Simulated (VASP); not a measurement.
Input:

```
Sn
1.0
   -2.86350     2.84118     1.59930
    2.86350    -2.84118     1.59930
    2.86350     2.84118    -1.59930
Sn
2
Direct
  0.25000   0.75000   0.50000
  0.00000   0.00561   0.00561
```

Level of theory: PBE GGA, VASP's PBE PAW potentials (set 64) (plane waves; VASP). Run with 575 eV cut-off, 12×12×12 Γ-centred mesh, first-order Methfessel-Paxton smearing of 0.10 eV, potentials Sn_d.

Task: Give the force on each atom (eV/Å).

Result: 
```
atom      Fx     Fy      Fz
----  ------  -----  ------
Sn1    0.156  0.000  -0.027
Sn2   -0.156  0.000   0.027
```

Task: Give the stress tensor in GPa (positive for a compressed cell).

Result: 
```
5.86  0.00  0.31
0.00  7.03  0.00
0.31  0.00  3.06
```
The pressure is its mean diagonal, 5.31 GPa.

The compound is Sn in the beta structure. The cell was not relaxed at this level. The run is one of a series of settings (ENCUT = 575 against the base run), some of them coarse on purpose.
